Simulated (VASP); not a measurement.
Given:

```yaml
crystal:
  lattice:
    - [5.98827, 0.00000, 0.00000]
    - [0.00000, 5.98827, 0.00000]
    - [0.00000, 0.00000, 5.98827]
  atoms:
    - { symbol: Cd, position: [0.98562, 0.98562, 0.98562] }
    - { symbol: Cd, position: [0.51438, 0.51438, 0.98562] }
    - { symbol: Cd, position: [0.51438, 0.98562, 0.51438] }
    - { symbol: Cd, position: [0.98562, 0.51438, 0.51438] }
    - { symbol: Te, position: [0.25000, 0.25000, 0.25000] }
    - { symbol: S, position: [0.75000, 0.75000, 0.25000] }
    - { symbol: S, position: [0.75000, 0.25000, 0.75000] }
    - { symbol: S, position: [0.25000, 0.75000, 0.75000] }
```

Calculation: PBEsol GGA, VASP's PBE PAW potentials (set 64) (plane waves; VASP). Settings: 400 eV cut-off, 4×4×4 Γ-centred mesh, tetrahedra with Blöchl corrections, potentials Cd Te S.

The cores are frozen, which limits the accuracy of field gradients.

### Question
Give the principal components of the electric field gradient (V/Å²) and the asymmetry η at each nucleus.

### Answer

```tsv
atom	Vxx	Vyy	Vzz	η
Cd1	-1.7	-1.7	3.5	0.00
Cd2	-1.7	-1.7	3.5	0.00
Cd3	-1.7	-1.7	3.5	0.00
Cd4	-1.7	-1.7	3.5	0.00
Te5	0.0	0.0	0.0	-
S6	-18.4	-18.4	36.8	0.00
S7	-18.4	-18.4	36.8	0.00
S8	-18.4	-18.4	36.8	0.00
```

The structure was generated: Cd4S3Te was put into an ordered model structure (P-43m), which need not be its known phase. It was relaxed first.
